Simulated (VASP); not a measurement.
Write the native input for VASP 6.6.1 that does the following.

```
Task                   : single point
Functional             : PBE
Potentials or basis    : VASP PAW PBE potentials, release 64 (Te, Sb, Ge_d)
Cutoff                 : 520 eV
k mesh                 : 7 × 7 × 2
Occupations            : fermi-dirac, width 0.05 eV
Spin                   : no spin polarisation
Further INCAR settings : ALGO = Normal; EDIFF = 1e-07; NBANDS = 44
```

The structure of Ge2Sb2Te5 lies in POSCAR:

```
Ge2Sb2Te5
1.0
    4.2940644248      0.0000000000      0.0000000000
   -2.1470322124      3.7187688774      0.0000000000
    0.0000000000      0.0000000000     17.1013460000
Te Sb Ge
5 2 2
Direct
    0.6562660000      0.3301960000      0.4210580000
    0.3232060000      0.6703040000      0.5795500000
    0.3344430000      0.6798990000      0.2035310000
    0.6645560000      0.3416920000      0.7979830000
   -0.0123470000     -0.0115810000     -0.0012600000
    0.0045150000      0.0130290000      0.3197990000
   -0.0021110000     -0.0054360000      0.6806000000
    0.6564150000      0.3344940000      0.1015940000
    0.3187400000      0.6532750000      0.8970460000
```

The cell comes from a database or a generator and needn't be the stable form of this composition.

The cell isn't the ideal one: atoms moved at random, drawn with an rms of 0.05 Å.

The input as run:

INCAR

```
SYSTEM = Ge2Sb2Te5
  PREC = Accurate
  ENCUT = 520
  EDIFF = 1E-7
  ISMEAR = -1
  SIGMA = 0.05
  LREAL = .FALSE.
  LASPH = .TRUE.
  NELM = 80
  ALGO = Normal
  ISIF = 2
  LWAVE = .FALSE.
  LCHARG = .TRUE.
  GGA = PE
  LELF = .TRUE.
  LVHAR = .TRUE.
  NBANDS = 44
```

KPOINTS

```
regular mesh
0
G
  7 7 2
  0 0 0
```

Potentials or basis: VASP PAW PBE potentials, release 64 (Te, Sb, Ge_d).

Launch:

```bash
$ cat potpaw_PBE.64/Te/POTCAR potpaw_PBE.64/Sb/POTCAR potpaw_PBE.64/Ge_d/POTCAR > POTCAR
$ mpirun -np 1 vasp_std > vasp.out
```

Results of the run:

```yaml
Pressure: 0.2 GPa
Largest_force: 0.282 eV/Å
Band_gap_on_the_k_mesh: 0.20 eV, direct
```

Caveat: spin-orbit coupling is left out, which moves the levels of the heavy elements; an odd mesh through Γ misses points on the zone boundary, where band edges often lie.

Wall time 13 min on 1 thread of AMD EPYC 9R45 96-Core Processor (Zen 5) (shared host), peak memory 0.68 GiB.
